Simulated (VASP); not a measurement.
# TiAs (P6_3/mmc) in VASP: further runs

One crystal, TiAs, is run at these levels: LDA; tasks: single point, relaxation of cell and atoms.

Everything below comes from runs of VASP 6.6.1. Logs are shortened: lines on timing, memory, paths and dates and some standing lists are left out, and cuts for length are marked.

## (1) Starting point

Symmetry: P6_3/mmc, No. 194, hexagonal system. The conventional cell has a = 3.664 Å, b = 3.664 Å, c = 6.115 Å, α = 90.00°, β = 90.00°, γ = 120.00°. Ti (site symmetry -3m) has 6 As at 2.61 Å as nearest neighbours. As (site symmetry -6m2) has 6 Ti at 2.61 Å as nearest neighbours.

The cell is a database's computed one.

## (2) Single point, LDA (relaxed again under DFT LDA, scalar-relativistic, plane waves, PAW)

Input file INCAR:

```
PREC = Accurate
ENCUT = 520
EDIFF = 1E-7
ISMEAR = 0
SIGMA = 0.1
LREAL = F
LASPH = T
NELM = 100
ALGO = Fast
ISIF = 2
LWAVE = F
LCHARG = F
NBANDS = 25
```

Input file KPOINTS:

```
regular mesh
0
Gamma
  12 12 8
```

Input file POSCAR:

```
TiAs
1.0
    3.5728958013      0.0000000000      0.0000000000
   -1.7864479007      3.0942185290      0.0000000000
    0.0000000000      0.0000000000      6.0236663425
Ti As
2 2
Direct
    0.0000000000      0.0000000000      0.5000000000
    0.0000000000      0.0000000000      0.0000000000
    0.6666666667      0.3333333333      0.7500000000
    0.3333333333      0.6666666667      0.2500000000
```

Potentials or basis: VASP PAW LDA potentials, release 64 (Ti_sv, As).

The run is started by

```sh
cat potpaw_LDA.64/Ti_sv/POTCAR potpaw_LDA.64/As/POTCAR > POTCAR
mpirun -np 1 vasp_std > vasp.out
```

OUTCAR:

```text
PREC = Accurate
   ENCUT = 520
   EDIFF = 1E-7
   ISMEAR = 0
   LREAL = F
   LASPH = T
   NELM = 100
   ISIF = 2

 ion  position               nearest neighbor table
   1  0.000  0.000  0.500-   3 2.55   4 2.55   3 2.55   4 2.55   3 2.55   4 2.55
   2  0.000  0.000  0.000-   3 2.55   4 2.55   3 2.55   4 2.55   3 2.55   4 2.55
   3  0.667  0.333  0.750-   1 2.55   2 2.55   1 2.55   2 2.55   1 2.55   2 2.55
   4  0.333  0.667  0.250-   1 2.55   2 2.55   1 2.55   2 2.55   1 2.55   2 2.55

  LATTYP: Found a hexagonal cell.
 ALAT       =     3.5728958013
 C/A-ratio  =     1.6859339532

  Lattice vectors:

 A1 = (   3.5728958013,   0.0000000000,   0.0000000000)
 A2 = (  -1.7864479007,   3.0942185290,   0.0000000000)
 A3 = (   0.0000000000,   0.0000000000,   6.0236663425)

Analysis of symmetry for initial positions (statically):
=====================================================================
 Subroutine PRICEL returns:
 Original cell was already a primitive cell.

 Routine SETGRP: Setting up the symmetry group for a
 hexagonal supercell.

 Subroutine GETGRP returns: Found 24 space group operations
 (whereof 12 operations were pure point group operations)
 out of a pool of 24 trial point group operations.

The static configuration has the point symmetry D_3d.
 The point group associated with its full space group is D_6h.

Analysis of symmetry for dynamics (positions and initial velocities):
=====================================================================
 Subroutine PRICEL returns:
 Original cell was already a primitive cell.

 Routine SETGRP: Setting up the symmetry group for a
 hexagonal supercell.

 Subroutine GETGRP returns: Found 24 space group operations
 (whereof 12 operations were pure point group operations)
 out of a pool of 24 trial point group operations.

The dynamic configuration has the point symmetry D_3d.
 The point group associated with its full space group is D_6h.

 Subroutine INISYM returns: Found 24 space group operations
 (whereof 12 operations are pure point group operations),
 and found     1 'primitive' translations

----------------------------------------------------------------------------------------

                                     Primitive cell

  volume of cell :      66.5936

  direct lattice vectors                    reciprocal lattice vectors
     3.572895801  0.000000000  0.000000000     0.279885016  0.161591690  0.000000000
    -1.786447901  3.094218529  0.000000000     0.000000000  0.323183379  0.000000000
     0.000000000  0.000000000  6.023666343     0.000000000  0.000000000  0.166011851

  length of vectors
     3.572895801  3.572895801  6.023666343     0.323183379  0.323183379  0.166011851

  position of ions in fractional coordinates (direct lattice)
     0.000000000  0.000000000  0.500000000
     0.000000000  0.000000000  0.000000000
     0.666666667  0.333333333  0.750000000
     0.333333333  0.666666667  0.250000000

  ion indices of the primitive-cell ions
   primitive index   ion index
                 1           1
                 2           2
                 3           3
                 4           4

----------------------------------------------------------------------------------------

 KPOINTS: regular mesh

Automatic generation of k-mesh.
 Grid dimensions read from file:
 generate k-points for:   12   12    8

 Generating k-lattice:

  Cartesian coordinates                     Fractional coordinates (reciprocal lattice)
     0.023323751  0.013465974  0.000000000     0.083333333 -0.000000000  0.000000000
     0.000000000  0.026931948  0.000000000     0.000000000  0.083333333  0.000000000
     0.000000000  0.000000000  0.020751481     0.000000000  0.000000000  0.125000000

  Length of vectors
     0.026931948  0.026931948  0.020751481

  Shift w.r.t. Gamma in fractional coordinates (k-lattice)
     0.000000000  0.000000000  0.000000000

 Subroutine IBZKPT returns following result:
 ===========================================

 Found     95 irreducible k-points:

 Following reciprocal coordinates:
            Coordinates               Weight
  0.000000  0.000000  0.000000      1.000000
  0.083333  0.000000  0.000000      6.000000
  0.166667  0.000000  0.000000      6.000000
  0.250000  0.000000  0.000000      6.000000
  0.333333 -0.000000  0.000000      6.000000
  0.416667  0.000000  0.000000      6.000000
[... 16 lines left out ...]
  0.250000  0.000000  0.125000     12.000000
  0.333333 -0.000000  0.125000     12.000000
 [... further k-points ...]
   k-points           NKPTS =     95   k-points in BZ     NKDIM =     95   number of bands    NBANDS=     25
   number of dos      NEDOS =    301   number of ions     NIONS =      4
   total plane-waves  NPLWV =  37632
   dimension x,y,z NGX =    28 NGY =   28 NGZ =   48
   dimension x,y,z NGXF=    56 NGYF=   56 NGZF=   96
   ions per type =               2   2
   NGX,Y,Z   is equivalent  to a cutoff of  13.03, 13.03, 13.25 a.u.
   NGXF,Y,Z  is equivalent  to a cutoff of  26.06, 26.06, 26.49 a.u.
 SYSTEM =  unknown system
   PREC   = accura    normal or accurate (medium, high low for compatibility)
   ISTART =      0    job   : 0-new  1-cont  2-samecut
   ICHARG =      2    charge: 1-file 2-atom 10-const
   ISPIN  =      1    spin polarized calculation?
   LNONCOLLINEAR =      F non collinear calculations
   LSORBIT =      F    spin-orbit coupling
   LASPH  =      T    aspherical Exc in radial PAW
   ENCUT  =  520.0 eV  38.22 Ry    6.18 a.u.   6.64  6.64 11.20*2*pi/ulx,y,z
   NELM   =    100;   NELMIN=  2; NELMDL= -5     # of ELM steps
   EDIFF  = 0.1E-06   stopping-criterion for ELM
   LREAL  =      F    real-space projection
   EDIFFG = 0.1E-05   stopping-criterion for IOM
   NSW    =      0    number of steps for IOM
   IBRION =     -1    ionic relax: 0-MD 1-quasi-New 2-CG
   NFREE  =      0    steps in history (QN), initial steepest desc. (CG)
   ISIF   =      2    stress and relaxation
   ISYM   =      2    0-nonsym 1-usesym 2-fastsym
   POTIM  = 0.5000    time-step for ionic-motion
   TEBEG  =    0.0;   TEEND  =   0.0 temperature during run
   PSTRESS=    0.0 pullay stress
   NELECT =      34.0000    total number of electrons
   NUPDOWN=      -1.0000    fix difference up-down
   EMIN   =  10.00;   EMAX   =-10.00  energy-range for DOS
   EFERMI =   0.00;   METHOD = LEGACY
   ISMEAR =     0;   SIGMA  =   0.10  broadening in eV -4-tet -1-fermi 0-gaus
   EFERMI_NEDOS =   21; number of points for ismear=-14 and -15
   IALGO  =     68    algorithm
   IMIX   =      4    mixing-type and parameters
     AMIX     =   0.40;   BMIX     =  1.00
     AMIX_MAG =   1.60;   BMIX_MAG =  1.00
  volume/ion in A,a.u.               =      16.65       112.35
  Fermi-wavevector in a.u.,A,eV,Ry     =   1.308450  2.472612 23.293729  1.712041
  Thomas-Fermi vector in A             =   2.439116
   LORBIT       =      0    0 simple, 1 ext, 2 COOP (PROOUT), +10 PAW based schemes
   GGA     = CA    functional components
   LHFCALC =     F    Hartree Fock is set to
   AEXX    =    0.0000 exact exchange contribution
   IVDW    =     0    specifies the selected vdW correction
   LEPSILON=     F    determine dielectric tensor
   LRPA    =     F    only Hartree local field effects (RPA)
 non-spin polarized calculation
 RMM-DIIS sequential band-by-band and
 Gauss-broadening in eV      SIGMA  =   0.10
  energy-cutoff  :      520.00
  volume of cell :       66.59
 maximum number of plane-waves:      1834
 NGX is ok and might be reduce to    28
   NGX = 13   NGY = 13   NGZ = 23

 number of electron      33.9999994 magnetization

 Free energy of the ion-electron system (eV)
  ---------------------------------------------------
  ext. energy  EPLUGINS =         0.00000000
  ---------------------------------------------------
  free energy    TOTEN  =       -31.87097074 eV

  energy without entropy =      -31.85440600  energy(sigma->0) =      -31.86268837

 E-fermi :   8.1383     XC(G=0): -11.5953

 val. band max:        8.1377482587   @ k =   0.1667   0.0833   0.5000
 cond. band min:       8.1591158863   @ k =   0.0833   0.0833   0.2500
 fundamental gap:      0.0213676276
 Fermi energy:         8.1382986209

 k-point     1 :       0.0000    0.0000    0.0000
  band No.  band energies     occupation
      1     -48.3377      2.00000
      2     -48.3071      2.00000
      3     -25.0523      2.00000
      4     -25.0378      2.00000
      5     -25.0378      2.00000
      6     -25.0053      2.00000
[... 17 lines left out ...]
     24      11.3184      0.00000
     25      12.8713      0.00000

 k-point     2 :       0.0833    0.0000    0.0000
  band No.  band energies     occupation
      1     -48.3372      2.00000
      2     -48.3066      2.00000
      3     -25.0505      2.00000
      4     -25.0443      2.00000
      5     -25.0393      2.00000
      6     -25.0107      2.00000
[... 17 lines left out ...]
     24      11.3055      0.00000
     25      12.6930      0.00000

 k-point     3 :       0.1667    0.0000    0.0000
  band No.  band energies     occupation
      1     -48.3357      2.00000
      2     -48.3052      2.00000
      3     -25.0622      2.00000
      4     -25.0456      2.00000
      5     -25.0435      2.00000
      6     -25.0256      2.00000
[... 17 lines left out ...]
     24      11.2716      0.00000
     25      12.1173      0.00000

 k-point     4 :       0.2500    0.0000    0.0000
  band No.  band energies     occupation
      1     -48.3338      2.00000
      2     -48.3034      2.00000
      3     -25.0864      2.00000
      4     -25.0491      2.00000
      5     -25.0458      2.00000
      6     -25.0390      2.00000
[... 17 lines left out ...]
     24      11.5059      0.00000
     25      11.9414      0.00000
[... 477 lines left out ...]
 k-point    22 :       0.1667    0.0000    0.1250
  band No.  band energies     occupation
      1     -48.3346      2.00000
      2     -48.3064      2.00000
      3     -25.0608      2.00000
      4     -25.0422      2.00000
      5     -25.0348      2.00000
      6     -25.0267      2.00000
[... 17 lines left out ...]
     24      11.0917      0.00000
     25      12.1517      0.00000

 k-point    23 :       0.2500    0.0000    0.1250
  band No.  band energies     occupation
      1     -48.3326      2.00000
      2     -48.3045      2.00000
      3     -25.0848      2.00000
      4     -25.0478      2.00000
      5     -25.0475      2.00000
      6     -25.0278      2.00000
[... 17 lines left out ...]
     24      11.3674      0.00000
     25      11.9571      0.00000

 k-point    24 :       0.3333   -0.0000    0.1250
  band No.  band energies     occupation
      1     -48.3306      2.00000
      2     -48.3027      2.00000
      3     -25.1088      2.00000
      4     -25.0676      2.00000
      5     -25.0534      2.00000
      6     -25.0214      2.00000
[... 17 lines left out ...]
     24      11.2928      0.00000
     25      12.5230      0.00000

 [... further k-points ...]

------------------------ aborting loop because EDIFF is reached ----------------------------------------

  FORCE on cell =-STRESS in cart. coord.  units (eV):
  Direction    XX          YY          ZZ          XY          YZ          ZX
  --------------------------------------------------------------------------------------
  -------------------------------------------------------------------------------------
  Total        0.1860291      0.1860291      0.2266401     -0.0000000      0.0000000      0.0000000
  in kB        4.4756821      4.4756821      5.4527434     -0.0000000      0.0000000      0.0000000
  external PRESSURE =       4.8013692 kB  Pullay stress =       0.0000000 kB

 VOLUME and BASIS-vectors are now :
 -----------------------------------------------------------------------------
  energy-cutoff  :      520.00
  volume of cell :       66.59
      direct lattice vectors                 reciprocal lattice vectors
     3.572895801  0.000000000  0.000000000     0.279885016  0.161591690  0.000000000
    -1.786447901  3.094218529  0.000000000     0.000000000  0.323183379  0.000000000
     0.000000000  0.000000000  6.023666343     0.000000000  0.000000000  0.166011851

 POSITION                                       TOTAL-FORCE (eV/Angst)
 -----------------------------------------------------------------------------------
      0.00000      0.00000      3.01183        -0.000000      0.000000      0.000000
      0.00000      0.00000      0.00000        -0.000000      0.000000      0.000000
      1.78645      1.03141      4.51775         0.000000      0.000000      0.000000
     -0.00000      2.06281      1.50592        -0.000000      0.000000     -0.000000
 -----------------------------------------------------------------------------------
    total drift:                               -0.000000      0.000000      0.000000

  FREE ENERGIE OF THE ION-ELECTRON SYSTEM (eV)
  ---------------------------------------------------
  free  energy   TOTEN  =       -31.8709707376 eV

  energy  without entropy=      -31.8544059981  energy(sigma->0) =      -31.86268837
```

Run time: 4.7 min. Hardware: 1 thread of Intel Xeon 6975P-C (Granite Rapids), shared host; peak memory 0.26 GiB.

What came out:

```yaml
Free_energy: -31.8710 eV
Pressure: 0.5 GPa
Band_gap_on_the_k_mesh: none (metal or under the smearing width)
```

Levels at points of the mesh, in eV from the Fermi level:
| k point | band 15 | band 16 | band 17 | band 18 | band 19 | band 20 |
| --- | --- | --- | --- | --- | --- | --- |
| (0.00, 0.00, 0.00) | -0.14 | -0.14 | -0.04 | -0.04 | 0.78 | 1.18 |
| (0.50, 0.00, 0.00) | -2.92 | -1.58 | -1.17 | 0.45 | 1.14 | 1.27 |
| (0.00, 0.00, 0.50) | -1.91 | -1.91 | 0.46 | 0.46 | 0.46 | 0.46 |
| (0.50, 0.00, 0.50) | -2.25 | -2.25 | -0.39 | -0.39 | 1.41 | 1.41 |

## (3) Relaxation of cell and atoms, LDA

Input file INCAR:

```
SYSTEM = TiAs
PREC = Accurate
ENCUT = 600
EDIFF = 1E-6
ISMEAR = 0
SIGMA = 0.1
LREAL = .False.
LASPH = .True.
NELM = 100
ALGO = Fast
ISIF = 3
LWAVE = .False.
LCHARG = .False.
IBRION = 2
NSW = 70
EDIFFG = -0.005
```

Input file KPOINTS:

```
regular mesh
0
Gamma
  12 12 8
  0 0 0
```

Input file POSCAR:

```
TiAs
1.0
    3.6639293622      0.0000000000      0.0000000000
   -1.8319646811      3.1730559053      0.0000000000
    0.0000000000      0.0000000000      6.1150351069
Ti As
2 2
Direct
    0.0000000000      0.0000000000      0.5000000000
    0.0000000000      0.0000000000      0.0000000000
    0.6666666667      0.3333333333      0.7500000000
    0.3333333333      0.6666666667      0.2500000000
```

Potentials or basis: VASP PAW LDA potentials, release 64 (Ti_sv, As).

The run is started by

```sh
cat potpaw_LDA.64/Ti_sv/POTCAR potpaw_LDA.64/As/POTCAR > POTCAR
mpirun -np 1 vasp_std > vasp.out
```

OUTCAR:

```text
SYSTEM = TiAs
   PREC = Accurate
   ENCUT = 600
   EDIFF = 1E-6
   ISMEAR = 0
   LREAL = .False.
   LASPH = .True.
   NELM = 100
   ISIF = 3
   IBRION = 2
   NSW = 70
   EDIFFG = -0.005

 ion  position               nearest neighbor table
   1  0.000  0.000  0.500-   3 2.61   4 2.61   4 2.61   3 2.61   3 2.61   4 2.61
   2  0.000  0.000  0.000-   3 2.61   4 2.61   4 2.61   3 2.61   3 2.61   4 2.61
   3  0.667  0.333  0.750-   1 2.61   2 2.61   1 2.61   2 2.61   1 2.61   2 2.61
   4  0.333  0.667  0.250-   1 2.61   2 2.61   1 2.61   2 2.61   1 2.61   2 2.61

  LATTYP: Found a hexagonal cell.
 ALAT       =     3.6639293622
 C/A-ratio  =     1.6689828057

  Lattice vectors:

 A1 = (   3.6639293622,   0.0000000000,   0.0000000000)
 A2 = (  -1.8319646811,   3.1730559053,   0.0000000000)
 A3 = (   0.0000000000,   0.0000000000,   6.1150351069)

[... 383 lines left out ...]
  free energy    TOTEN  =       -31.87214550 eV

  energy without entropy =      -31.85550589  energy(sigma->0) =      -31.86382570

 E-fermi :   8.1010     XC(G=0): -11.5794

 val. band max:        8.1006120286   @ k =   0.1667   0.0833   0.5000
 cond. band min:       8.1217927055   @ k =   0.0833   0.0833   0.2500
 fundamental gap:      0.0211806769
 Fermi energy:         8.1010213840

 k-point     1 :       0.0000    0.0000    0.0000
  band No.  band energies     occupation
      1     -48.3827      2.00000
      2     -48.3525      2.00000
      3     -25.0947      2.00000
      4     -25.0828      2.00000
      5     -25.0828      2.00000
      6     -25.0508      2.00000
[... 565 lines left out ...]
     20       9.4368      0.00000
     21       9.6633      0.00000

 [... further k-points ...]

------------------------ aborting loop because EDIFF is reached ----------------------------------------

  FORCE on cell =-STRESS in cart. coord.  units (eV):
  Direction    XX          YY          ZZ          XY          YZ          ZX
  --------------------------------------------------------------------------------------
  -------------------------------------------------------------------------------------
  Total       -0.0107910     -0.0107910     -0.0170050      0.0000000      0.0000000      0.0000000
  in kB       -0.2587466     -0.2587466     -0.4077470      0.0000000      0.0000000      0.0000000
  external PRESSURE =      -0.3084134 kB  Pullay stress =       0.0000000 kB
[... 19 lines left out ...]
  FREE ENERGIE OF THE ION-ELECTRON SYSTEM (eV)
  ---------------------------------------------------
  free  energy   TOTEN  =       -31.8721455050 eV

  energy  without entropy=      -31.8555058905  energy(sigma->0) =      -31.86382570

 reached required accuracy - stopping structural energy minimisation
```

OSZICAR:

```text
N       E                     dE             d eps       ncg     rms          rms(c)
DAV:   1     0.373143408698E+03    0.37314E+03   -0.18260E+04  3990   0.192E+03
DAV:   2     0.938726285065E+01   -0.36376E+03   -0.35748E+03  4025   0.513E+02
DAV:   3    -0.334368831765E+02   -0.42824E+02   -0.41965E+02  7240   0.147E+02
[... 185 lines left out ...]
RMM:   3    -0.318721628738E+02   -0.44272E-04   -0.80599E-04  5457   0.153E-01    0.220E-02
RMM:   4    -0.318721421130E+02    0.20761E-04   -0.95255E-05  5053   0.818E-02    0.954E-03
RMM:   5    -0.318721451017E+02   -0.29888E-05   -0.64738E-05  5224   0.443E-02    0.566E-03
RMM:   6    -0.318721448705E+02    0.23125E-06   -0.11568E-05  4378   0.290E-02    0.365E-03
RMM:   7    -0.318721455050E+02   -0.63448E-06   -0.45823E-06  3393   0.130E-02
  11 F= -.31872146E+02 E0= -.31863826E+02  d E =-.114090E-04
```

Run time: 16 min. Hardware: 1 thread of Intel Xeon 6975P-C (Granite Rapids), shared host; peak memory 0.31 GiB.

What came out:

| Property | Result |
| --- | --- |
| Free energy | -31.8721 eV |
| Relaxed volume | 16.70 Å³/atom |
| Relaxed cell | a = 3.577 Å, b = 3.577 Å, c = 6.031 Å, α = 90.00°, β = 90.00°, γ = 120.00° |
| Space group after relaxing (to 0.05 Å) | P6_3/mmc (No. 194) |
| Energy gained by relaxing | 25.6 meV/atom |
| Ionic steps | 11 |
| Pressure after relaxing | 0.0 GPa |
| Band gap on the k mesh | none (metal or under the smearing width) |

The path:
```tsv
step	energy change (eV)	largest force (eV/Å)	pressure (GPa)	volume (Å³)
1	0.0000	0.0000	-7.35	71.09
2	0.0087	0.0000	9.42	63.03
3	-0.1009	0.0000	-0.11	66.97
4	-0.1009	0.0000	0.04	66.89
5	-0.1017	0.0000	0.07	66.85
6	-0.1024	0.0000	0.09	66.78
7	-0.1024	0.0000	0.09	66.78
8	-0.1024	0.0000	0.08	66.77
9	-0.1024	0.0000	0.09	66.77
10	-0.1023	0.0000	-0.14	66.89
11	-0.1024	0.0000	-0.03	66.82
```

Final structure:
```cif
data_structure
_symmetry_space_group_name_H-M 'P 1'
_symmetry_Int_Tables_number 1
_cell_length_a 3.5766
_cell_length_b 3.5766
_cell_length_c 6.0314
_cell_angle_alpha 90.000
_cell_angle_beta 90.000
_cell_angle_gamma 120.000
_cell_volume 66.82
loop_
_atom_site_label
_atom_site_type_symbol
_atom_site_fract_x
_atom_site_fract_y
_atom_site_fract_z
_atom_site_occupancy
Ti1 Ti 0.00000 0.00000 0.50000 1
Ti2 Ti 0.00000 0.00000 0.00000 1
As1 As 0.66667 0.33333 0.75000 1
As2 As 0.33333 0.66667 0.25000 1
```
